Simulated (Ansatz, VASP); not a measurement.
# Cu (S5(210) boundary in fcc Cu): VASP beside Ansatz, part 2 of 3

Aim: how closely do two programs agree when they are given the same cell, functional and k mesh? Of the first pair: The structure shown is the start of the Ansatz relaxation below; VASP solves that cell, so the two are compared at the walk's first step.

VASP 6.6.1 and Ansatz 0.2.0.

So far: Set-up; Ansatz: relaxation, PBE.

## Step 3: VASP: single point, PBE, start cell, pair 1

Level of this step: PBE; plane waves and PAW (Cu) (VASP).

The same cell, functional, mesh and smearing now go to VASP, with its own data sets.

Lines of VASP's logs that name or quote its potential files are left out, and so is its time.

INCAR

```
SYSTEM = Cu
PREC = Accurate
ENCUT = 520
EDIFF = 1E-06
NELM = 120
ISMEAR = -1
SIGMA = 0.1
LREAL = .FALSE.
ALGO = Normal
GGA = PE
NBANDS = 156
LASPH = .TRUE.
LORBIT = 11
LWAVE = .FALSE.
LCHARG = .FALSE.
ISIF = 2
GGA_COMPAT = .FALSE.
KPAR = 4
```

POSCAR

```
Cu
1.0
    4.4274037203      0.0000000000      0.0000000000
    1.4758012401      3.2999918941      0.0000000000
    0.0000000000      0.0000000000     29.5915814808
Cu
23
Direct
    0.9999999351      0.0000000321      0.1689669747
    0.6000000103      0.6999999945      0.1962831897
    0.1999999213      0.4000000390      0.2235993708
    0.7999999965      0.1000000014      0.2509155857
    0.3999998426      0.8000000784      0.2782318007
    0.0000000805      0.4999999594      0.3055479818
    0.5999999298      0.2000000347      0.3328641967
    0.2000000018      0.8999999988      0.3601803779
    0.8000000770      0.5999999612      0.3874965928
    0.3999999880      0.3000000056      0.4148128078
    0.0000000000      0.9999999996      0.4421289889
    0.8000000770      0.5999999612      0.4967614188
    0.2000000018      0.8999999988      0.5240775999
    0.5999999298      0.2000000347      0.5513938148
    0.0000000805      0.4999999594      0.5787099960
    0.3999998426      0.8000000784      0.6060262109
    0.7999999965      0.1000000014      0.6333424259
    0.1999999213      0.4000000390      0.6606586070
    0.6000000103      0.6999999945      0.6879748219
    0.9999999351      0.0000000321      0.7152910369
    0.3999999880      0.3000000056      0.7426072180
    0.8000000770      0.5999999612      0.7699234329
    0.2000000018      0.8999999988      0.7972396141
```

KPOINTS

```
Automatic mesh
0
Gamma
7 7 1
0 0 0
```

The projector-augmented-wave data sets are Cu (PBE family, release 64).

The run is started by

```sh
$ mpirun -np 4 vasp_std
```

Numbers of over 12 decimals in the logs are rounded to 6 here.

Output:

```text
[banner, memory and clock lines left out]
running    4 mpi-ranks, on    1 nodes
 distrk:  each k-point on    1 cores,    4 groups
 distr:  one band on    1 cores,    1 groups

 POSCAR found type information on POSCAR Cu
 POSCAR found :  1 types and      23 ions
|                                                                             |
|               ----> ADVICE to this user running VASP <----                  |
|                                                                             |
|     You have a (more or less) 'large supercell' and for larger cells it     |
|     might be more efficient to use real-space projection operators.         |
|     Therefore, try LREAL= Auto in the INCAR file.                           |
|     Mind: For very accurate calculation, you might also keep the            |
|     reciprocal projection scheme (i.e. LREAL=.FALSE.).                      |
|                                                                             |

 LDA part: xc-table for (Slater+PW92), standard interpolation
 POSCAR, INCAR and KPOINTS ok, starting setup
 FFT: planning ... GRIDC
 FFT: planning ... GRID_SOFT
 FFT: planning ... GRID
 WAVECAR not read
 entering main loop
       N       E                     dE             d eps       ncg     rms          rms(c)
DAV:   1     0.265985907386E+04    0.26599E+04   -0.10570E+05  4992   0.254E+03
DAV:   2     0.388860290006E+03   -0.22710E+04   -0.21925E+04  4992   0.550E+02
DAV:   3    -0.654503012655E+02   -0.45431E+03   -0.41818E+03  4992   0.266E+02
DAV:   4    -0.998443188477E+02   -0.34394E+02   -0.32861E+02  5392   0.100E+02
DAV:   5    -0.100677688066E+03   -0.83337E+00   -0.82882E+00  5488   0.159E+01    0.353E+01
DAV:   6    -0.895471156679E+02    0.11131E+02   -0.20489E+02  5624   0.126E+02    0.185E+01
DAV:   7    -0.816513227212E+02    0.78958E+01   -0.38460E+01  5872   0.721E+01    0.475E+00
DAV:   8    -0.819198325038E+02   -0.26851E+00   -0.78016E+00  6056   0.464E+01    0.333E+00
DAV:   9    -0.822770616952E+02   -0.35723E+00   -0.87657E+00  6336   0.569E+01    0.393E+00
DAV:  10    -0.816996245684E+02    0.57744E+00   -0.32923E+00  8248   0.313E+01    0.203E+00
DAV:  11    -0.817130339197E+02   -0.13409E-01   -0.77602E-01  6104   0.993E+00    0.198E+00
DAV:  12    -0.817008565991E+02    0.12177E-01   -0.16032E-01  5504   0.803E+00    0.152E+00
DAV:  13    -0.816685556455E+02    0.32301E-01   -0.11845E-01  6352   0.696E+00    0.948E-01
DAV:  14    -0.816587798185E+02    0.97758E-02   -0.91353E-02  5536   0.515E+00    0.394E-01
[...]
DAV:  25    -0.816583147937E+02   -0.10539E-03   -0.25193E-05  6004   0.771E-02    0.119E-02
DAV:  26    -0.816584248984E+02   -0.11010E-03   -0.15983E-05  5320   0.556E-02    0.109E-02
DAV:  27    -0.816584700540E+02   -0.45156E-04   -0.10525E-05  5328   0.456E-02    0.695E-03
DAV:  28    -0.816584818788E+02   -0.11825E-04   -0.68366E-06  5144   0.267E-02    0.505E-03
DAV:  29    -0.816584892067E+02   -0.73278E-05   -0.11435E-06  3260   0.186E-02    0.192E-03
DAV:  30    -0.816584919783E+02   -0.27717E-05   -0.51711E-07  3296   0.744E-03    0.113E-03
DAV:  31    -0.816584942674E+02   -0.22890E-05   -0.50079E-07  3152   0.684E-03    0.987E-04
DAV:  32    -0.816584947712E+02   -0.50386E-06   -0.19887E-07  3280   0.449E-03
   1 F= -.81658495E+02 E0= -.81528013E+02  d E =-.260963E+00
```

From OUTCAR (step 3):

```text
ion  position               nearest neighbor table
   1  1.000  0.000  0.169-   3 2.56   3 2.56   2 2.56   2 2.56   4 2.56   2 2.56
   2  0.600  0.700  0.196-   3 2.56   4 2.56   4 2.56   1 2.56   1 2.56   3 2.56   3 2.56   5 2.56
                             1 2.56
   3  0.200  0.400  0.224-   2 2.56   1 2.56   1 2.56   6 2.56   4 2.56   4 2.56   2 2.56   2 2.56
                             5 2.56   5 2.56   4 2.56
   4  0.800  0.100  0.251-   5 2.56   2 2.56   2 2.56   3 2.56   3 2.56   6 2.56   6 2.56   1 2.56
                             7 2.56   3 2.56   5 2.56   5 2.56
   5  0.400  0.800  0.278-   8 2.56   6 2.56   6 2.56   4 2.56   7 2.56   7 2.56   2 2.56   3 2.56
                             3 2.56   4 2.56   4 2.56   6 2.56
   6  0.000  0.500  0.306-   5 2.56   5 2.56   7 2.56   8 2.56   8 2.56   3 2.56   4 2.56   4 2.56
                             9 2.56   7 2.56   7 2.56   5 2.56
   7  0.600  0.200  0.333-   6 2.56   8 2.56   8 2.56   5 2.56   5 2.56   9 2.56   9 2.56  10 2.56
                             8 2.56   4 2.56   6 2.56   6 2.56
   8  0.200  0.900  0.360-   5 2.56   7 2.56   7 2.56   6 2.56   6 2.56   9 2.56   9 2.56   7 2.56
                            11 2.56   9 2.56  10 2.56  10 2.56
   9  0.800  0.600  0.387-  11 2.56  11 2.56  10 2.56   8 2.56   8 2.56   7 2.56   7 2.56   6 2.56
                            10 2.56  10 2.56   8 2.56
  10  0.400  0.300  0.415-  11 2.56  11 2.56   9 2.56  11 2.56   7 2.56   9 2.56   9 2.56   8 2.56
                             8 2.56
  11  0.000  1.000  0.442-   9 2.56   9 2.56  10 2.56  10 2.56  10 2.56  13 2.56   8 2.56  12 2.56
                            12 2.56
  12  0.800  0.600  0.497-  15 2.56  13 2.56  13 2.56  14 2.56  14 2.56  13 2.56  11 2.56  11 2.56

  LATTYP: Found a base centered orthorhombic cell.
 ALAT       =     3.6149600000
 B/A-ratio  =     2.2360679775
 C/A-ratio  =     8.1858669200

 Subroutine GETGRP returns: Found  2 space group operations
 (whereof  2 operations were pure point group operations)

The static configuration has the point symmetry C_1h.

 Found     16 irreducible k-points:

   k-points           NKPTS =     16   k-points in BZ     NKDIM =     16   number of bands    NBANDS=    156

   dimension x,y,z NGX =    36 NGY =   28 NGZ =  224
   dimension x,y,z NGXF=    72 NGYF=   56 NGZF=  448

   ENCUT  =  520.0 eV  38.22 Ry    6.18 a.u.   8.23  6.72 55.02*2*pi/ulx,y,z

   NELECT =     253.0000    total number of electrons

 k-points in reciprocal lattice and weights: Automatic mesh
   0.00000000  0.00000000  0.00000000       0.020
   0.14285714  0.00000000  0.00000000       0.041
   0.28571429 -0.00000000  0.00000000       0.041
   0.42857143  0.00000000  0.00000000       0.041
   0.00000000  0.14285714  0.00000000       0.082
   0.28571429  0.14285714  0.00000000       0.082
   0.42857143  0.14285714  0.00000000       0.082
  -0.42857143  0.14285714  0.00000000       0.041
   0.00000000  0.28571429  0.00000000       0.082
[...]
-0.42857143  0.42857143  0.00000000       0.082
  -0.28571429  0.42857143  0.00000000       0.041

 average (electrostatic) potential at core
       1 -67.4751       2 -67.8060       3 -68.0337       4 -68.1025       5 -68.1038
       6 -68.1159       7 -68.1010       8 -68.1118       9 -68.0321      10 -67.8282
      11 -67.7931      12 -67.7573      13 -67.8626      14 -67.9973      15 -68.0762
      16 -68.1110      17 -68.0602      18 -68.1156      19 -68.0725      20 -68.0852
      21 -68.0053      22 -67.7889      23 -67.4490

 E-fermi :   3.2033

 k-point     1 :       0.0000    0.0000    0.0000
  band No.  band energies     occupation
    ...
    120       1.8076      2.00000
    121       1.8253      2.00000
    122       1.8489      2.00000
    123       2.3040      1.99975
    124       2.9912      1.78592
    125       4.1063      0.00024
    126       4.9709      0.00000
    127       4.9990      0.00000
    128       5.1618      0.00000
    129       5.3916      0.00000
    ...

 k-point     2 :       0.1429    0.0000    0.0000
  band No.  band energies     occupation
    ...
    120       1.8226      2.00000
    121       1.8232      2.00000
    122       1.8489      2.00000
    123       2.3627      1.99955
    124       3.0777      1.55689
    125       3.3491      0.37775
    126       3.3916      0.26406
    127       3.9500      0.00114
    128       4.1358      0.00018
    129       4.2566      0.00005
    ...

 k-point     3 :       0.2857   -0.0000    0.0000
  band No.  band energies     occupation
    ...
    123       1.9998      1.99999
    124       2.0747      1.99997
    125       2.4835      1.99851
    126       2.5830      1.99596
    127       2.7333      1.98198
    128       3.3255      0.45539
    129       3.5451      0.06348
    130       3.9433      0.00122
    131       4.5620      0.00000
    132       5.0000      0.00000
    ...

  Total       -2.7482798     -3.3364011     -2.6757783     -0.3287698      0.0390428     -0.0873027
  in kB      -10.1845384    -12.3639903     -9.9158634     -1.2183507      0.1446844     -0.3235251
  external PRESSURE =     -10.8214640 kB  Pullay stress =       0.0000000 kB

  energy-cutoff  :      520.00
  volume of cell :      432.34
      direct lattice vectors                 reciprocal lattice vectors
     4.427403720  0.000000000  0.000000000     0.225866007 -0.101010349  0.000000000
     1.475801240  3.299991894  0.000000000     0.000000000  0.303031047  0.000000000
     0.000000000  0.000000000 29.591581481     0.000000000  0.000000000  0.033793395

 POSITION                                       TOTAL-FORCE (eV/Angst)
 -----------------------------------------------------------------------------------
      4.42740      0.00000      5.00000        -0.029615      0.013244      0.484959
      3.68950      2.30999      5.80833         0.030882     -0.013811     -0.127449
      1.47580      1.32000      6.61666        -0.000037      0.000017     -0.435581
      3.68950      0.33000      7.42499        -0.028142      0.012585     -0.158489
      2.95160      2.63999      8.23332        -0.003944      0.001764      0.046914
      0.73790      1.65000      9.04165        -0.003819      0.001708     -0.003857
      2.95160      0.66000      9.84998         0.009914     -0.004434     -0.004016
      2.21370      2.96999     10.65831         0.027107     -0.012123      0.119308
      4.42740      1.98000     11.46664        -0.013973      0.006249      0.352711
      2.21370      0.99000     12.27497         0.010560     -0.004723      0.431098
      1.47580      3.29999     13.08330         0.044858     -0.020061      0.234948
      4.42740      1.98000     14.69996        -0.013228      0.005916     -0.468874
      2.21370      2.96999     15.50828        -0.007513      0.003360     -0.281465
      2.95160      0.66000     16.31661        -0.020045      0.008964     -0.267299
      0.73790      1.65000     17.12494        -0.000260      0.000116     -0.095588
      2.95160      2.63999     17.93327         0.009458     -0.004230     -0.048737
      3.68950      0.33000     18.74160         0.009399     -0.004203      0.070624
      1.47580      1.32000     19.54993         0.001302     -0.000582     -0.051781
      3.68950      2.30999     20.35826        -0.000484      0.000216     -0.046060
      4.42740      0.00000     21.16659        -0.014216      0.006358      0.191286
      2.21370      0.99000     21.97492        -0.001298      0.000581      0.433000
      4.42740      1.98000     22.78325         0.022997     -0.010285      0.112162
      2.21370      2.96999     23.59158        -0.029900      0.013372     -0.487817
 -----------------------------------------------------------------------------------
    total drift:                                0.000090     -0.000222      0.001924

  FREE ENERGIE OF THE ION-ELECTRON SYSTEM (eV)
  ---------------------------------------------------
  free  energy   TOTEN  =       -81.6584947712 eV

  energy  without entropy=      -81.3975315067  energy(sigma->0) =      -81.52801314

 total charge
# of ion       s       p       d       tot
------------------------------------------
    1        0.433   0.184   9.242   9.859
    2        0.442   0.292   9.193   9.927
    3        0.441   0.356   9.173   9.969
    4        0.445   0.377   9.174   9.996
    5        0.445   0.382   9.174  10.001
    6        0.446   0.383   9.172  10.001
    7        0.446   0.382   9.172  10.000
    8        0.448   0.381   9.170   9.999
    9        0.440   0.359   9.173   9.972
   10        0.427   0.296   9.192   9.915
   11        0.453   0.298   9.182   9.933
   12        0.429   0.278   9.183   9.889
   13        0.448   0.321   9.181   9.950
   14        0.442   0.354   9.175   9.971
   15        0.445   0.379   9.174   9.999
   16        0.445   0.385   9.169   9.999
   17        0.449   0.379   9.175  10.004
   18        0.445   0.386   9.169   9.999
   19        0.446   0.380   9.175  10.001
   20        0.445   0.378   9.173   9.996
   21        0.441   0.355   9.173   9.970
   22        0.440   0.293   9.193   9.927
   23        0.435   0.183   9.242   9.860
--------------------------------------------------
tot         10.176   7.761 211.201 229.138

[... 3 further parts left out ...]
```

## Step 4: Side by side

Known differences besides the potentials themselves: the data sets hold 437 valence electrons in Ansatz (on its PAW soft_1 files) and 253 in VASP; the cutoff is 420 eV in Ansatz and 520 eV in VASP. Total energies have different zeros and are not compared.

Forces on 8 of the 23 atoms, those with the largest forces and the largest differences (eV/Å; atoms numbered as in POSCAR):

```tsv
atom	Ansatz x, y, z	VASP x, y, z
Cu1	-0.029, 0.013, 0.524	-0.030, 0.013, 0.485
Cu3	-0.002, 0.001, -0.431	0.000, 0.000, -0.436
Cu9	-0.012, 0.005, 0.349	-0.014, 0.006, 0.353
Cu10	0.009, -0.004, 0.411	0.011, -0.005, 0.431
Cu12	-0.008, 0.004, -0.457	-0.013, 0.006, -0.469
Cu21	-0.002, 0.001, 0.428	-0.001, 0.001, 0.433
Cu22	0.026, -0.012, 0.092	0.023, -0.010, 0.112
Cu23	-0.029, 0.013, -0.527	-0.030, 0.013, -0.488
```

The forces differ by 8.3 meV/Å r.m.s., which is 5.2 % of the r.m.s. force of 0.158 eV/Å (both taken over all components).

## Step 5: Ansatz: relaxation, PBE

This run makes the geometry at which the two programs are then compared.

The structure compared here is the end of the Ansatz relaxation.

input.yaml

```yaml
crystal:
  lattice:
    - [4.4274037203, 0.0, 0.0]
    - [1.4758012401, 3.2999918941, 0.0]
    - [0.0, 0.0, 29.5915814808]
  atoms:
    - { symbol: Cu, position: [1.0e-10, 0.9999999999, 0.1689669747] }
    - { symbol: Cu, position: [0.6000000001, 0.6999999999, 0.1962831771] }
    - { symbol: Cu, position: [0.2000000001, 0.3999999999, 0.2235993796] }
    - { symbol: Cu, position: [0.8000000001, 0.0999999999, 0.250915582] }
    - { symbol: Cu, position: [0.4000000001, 0.7999999999, 0.2782317844] }
    - { symbol: Cu, position: [1.0e-10, 0.5, 0.3055479868] }
    - { symbol: Cu, position: [0.6000000001, 0.2, 0.3328641892] }
    - { symbol: Cu, position: [0.2, 0.9, 0.3601803916] }
    - { symbol: Cu, position: [0.8, 0.6, 0.3874965941] }
    - { symbol: Cu, position: [0.4, 0.3, 0.4148127965] }
    - { symbol: Cu, position: [0.0, 0.0, 0.4421289989] }
    - { symbol: Cu, position: [0.8, 0.6, 0.4967614037] }
    - { symbol: Cu, position: [0.2, 0.9, 0.5240776062] }
    - { symbol: Cu, position: [0.6000000001, 0.2, 0.5513938086] }
    - { symbol: Cu, position: [1.0e-10, 0.5, 0.578710011] }
    - { symbol: Cu, position: [0.4000000001, 0.7999999999, 0.6060262134] }
    - { symbol: Cu, position: [0.8000000001, 0.0999999999, 0.6333424158] }
    - { symbol: Cu, position: [0.2000000001, 0.3999999999, 0.6606586182] }
    - { symbol: Cu, position: [0.6000000001, 0.6999999999, 0.6879748207] }
    - { symbol: Cu, position: [1.0e-10, 0.9999999999, 0.7152910231] }
    - { symbol: Cu, position: [0.4000000002, 0.2999999999, 0.7426072255] }
    - { symbol: Cu, position: [0.8000000002, 0.5999999999, 0.7699234279] }
    - { symbol: Cu, position: [0.2000000002, 0.8999999999, 0.7972396303] }
kpoints:
  mp_grid: { grid: [7, 7, 1] }
hamiltonian:
  xc: pbe
  pseudopotentials: { kind: paw, azcp: { folder: soft_1 } }
scf:
  occupations: { method: fermi_dirac, width: 0.1 }
relax:
  f_tol: 0.03
  max_steps: 80
  constraints: [{ sites: [0, 1, 2, 3] }]
```

The run is started by

```sh
$ ansatz run input.yaml --threads 4 --pin off --max-ram 15360MiB --backend cpu --events-out ev --progress --plain --runs-dir out
```

Output:

```text
[...]
Crystal: 23 atoms, lattice volume = 432.345 Å³
Basis set: ecut = 420 eV, 8449 PW (Γ), exchange–correlation on 60×50×400 points (8 copies of the dense FFT grid, shifted against one another)
Bands: 263, of which v1, the nominal top of the filled ones, is band 219 counted from 1 (218 counted from 0)
Symmetry: 2 space group operations
[...]
k-points: 16 of 49 (time reversal used)
[...]
- { symbol: Cu, position: [0.401937, 0.799031, 0.278726] }
    - { symbol: Cu, position: [0.00242565, 0.498787, 0.306330] }
    - { symbol: Cu, position: [0.604649, 0.197676, 0.333928] }
    - { symbol: Cu, position: [0.208579, 0.895710, 0.360396] }
[...]
- { symbol: Cu, position: [-0.201342, 1.100671, 0.703077] }
    - { symbol: Cu, position: [0.205444, 0.397278, 0.732439] }
    - { symbol: Cu, position: [0.601145, 0.699427, 0.758278] }
    - { symbol: Cu, position: [-0.00328891, 1.001644, 0.781642] }
[key lines of the parts left out:]
SCF converged after 7 iterations
Free energy (F): -152375.460340 eV
Fermi energy:    8.697390 eV
```

[end of part 2 of 3]

[Lines on the potential files, build, host, timing and source positions are cut from VASP's logs without a mark.]

[Logs are printed without paths, hosts, clocks, repeated set-up lines and the standing remarks that a program may print on its own settings, such as how far it seeks lower states.]

[Hosts, paths, dates, database ids (printed as entryN), source tags and the programs' standing remarks are cut or masked in the printed files.]
